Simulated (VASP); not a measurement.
Input:

```
CELL_PARAMETERS angstrom
      0.00000     2.83123     2.83123
      2.83123     0.00000     2.83123
      2.83123     2.83123     0.00000
ATOMIC_POSITIONS crystal
  Be 0.00000 0.00000 0.00000
  Te 0.25000 0.25000 0.25000
```

Level of theory: r2SCAN meta-GGA with spin-orbit coupling, VASP's PBE PAW potentials (set 64) (plane waves; VASP). Run with 400 eV cut-off, 7×7×7 Γ-centred mesh, Gaussian smearing of 0.050 eV, potentials Be Te.

Question: Give the energies of bands 3 to 15 at the high-symmetry points, in eV from the valence-band maximum.

Answer: 
```json
[
 {"band": "3", "Γ": "-0.90", "X": "-5.57", "U": "-5.33", "L": "-5.97", "W": "-5.19"},
 {"band": "4", "Γ": "-0.90", "X": "-5.57", "U": "-5.11", "L": "-5.97", "W": "-4.88"},
 {"band": "5", "Γ": "0.00", "X": "-3.16", "U": "-4.37", "L": "-1.68", "W": "-4.30"},
 {"band": "6", "Γ": "0.00", "X": "-3.16", "U": "-4.08", "L": "-1.68", "W": "-3.85"},
 {"band": "7", "Γ": "0.00", "X": "-2.78", "U": "-2.54", "L": "-1.20", "W": "-3.50"},
 {"band": "8", "Γ": "0.00", "X": "-2.78", "U": "-2.52", "L": "-1.20", "W": "-3.44"},
 {"band": "9", "Γ": "3.72", "X": "2.08", "U": "2.80", "L": "3.22", "W": "5.33"},
 {"band": "10", "Γ": "3.72", "X": "2.08", "U": "2.82", "L": "3.22", "W": "5.37"},
 {"band": "11", "Γ": "3.76", "X": "2.72", "U": "5.38", "L": "4.71", "W": "5.77"},
 {"band": "12", "Γ": "3.76", "X": "2.72", "U": "5.49", "L": "4.71", "W": "5.80"},
 {"band": "13", "Γ": "3.76", "X": "10.01", "U": "8.12", "L": "4.75", "W": "5.89"},
 {"band": "14", "Γ": "3.76", "X": "10.01", "U": "8.19", "L": "4.75", "W": "5.90"},
 {"band": "15", "Γ": "4.09", "X": "10.31", "U": "8.56", "L": "8.18", "W": "6.21"}
]
```

The gap is indirect, 2.08 eV, from the valence maximum at Γ to the conduction minimum at X.

Measured: gap 2.80 eV (computed value off by -0.72 eV), as given by Das et al., (2018), arXiv:1807.05623.

The compound is BeTe in the zinc blende structure. It was relaxed first.
